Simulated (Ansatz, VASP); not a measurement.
**Si2B2C: VASP beside Ansatz**

```
Si B C
1.0
     4.42968    0.00000    0.00000
     0.00000    4.42968    0.00000
     0.00000    0.00000    2.97084
Si B C
2 2 1
Direct
  0.50000 0.00000 0.50000
  0.00000 0.50000 0.50000
  0.00000 0.00000 0.00000
  0.50000 0.50000 0.50000
  0.00000 0.00000 0.50000
```

Alike in both runs: task relaxation of cell and atoms; functional PBE; k mesh 4 × 4 × 6; occupations gaussian, width 0.1 eV; no spin polarisation.

|  | VASP | Ansatz |
| --- | --- | --- |
| version | VASP 6.6.1 | Ansatz 0.2.0 |
| potentials or method | VASP PAW PBE potentials, release 64 (Si, B, C) | scalar-relativistic, plane waves, PAW |
| plane-wave cutoff (eV) | 600 | 420 |
| valence electrons in the cell | 18 | 18 |

|  | VASP | Ansatz | Ansatz less VASP |
| --- | --- | --- | --- |
| gap on the k mesh at the Fermi level, each at its own relaxed structure (eV) | none | none | - |
| relaxed volume (Å³/atom) | 10.64 | 10.64 | +0.003 |
| relaxed cell length with the largest relative difference (Å) | 2.896 | 2.897 | +0.0007 |
| energy change over the relaxation (meV/atom) | -39 | -38 | +0.4 |

A gap of «none» marks a metal or a gap that the smearing closes.
